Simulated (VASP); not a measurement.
Consider the following.

```xyz
4
Lattice="3.5605 0.0000 0.0000 -1.7803 3.0835 0.0000 0.0000 0.0000 5.8997" Properties=species:S:1:pos:R:3 pbc="T T T"
Zn     0.0000     2.0557     0.0120
Zn     1.7803     1.0278     2.9619
S      0.0000     2.0557     2.2004
S      1.7803     1.0278     5.1502
```

Computed with PBEsol GGA, VASP's PBE PAW potentials (set 64) (plane waves; VASP). Run with 500 eV cut-off, 7×7×4 Γ-centred mesh, Gaussian smearing of 0.050 eV, potentials Zn S.

Predict the energy per atom (σ→0), pressure.

```yaml
energy per atom (σ→0): -3.626 eV/atom
pressure: 20.04 GPa
```

Total energies compare only between runs with the same potentials, cut-off and functional.

The structure was generated: ZnS was put into the wurtzite type (P6_3mc), which need not be its known phase. It was relaxed first under an external pressure of 20 GPa.
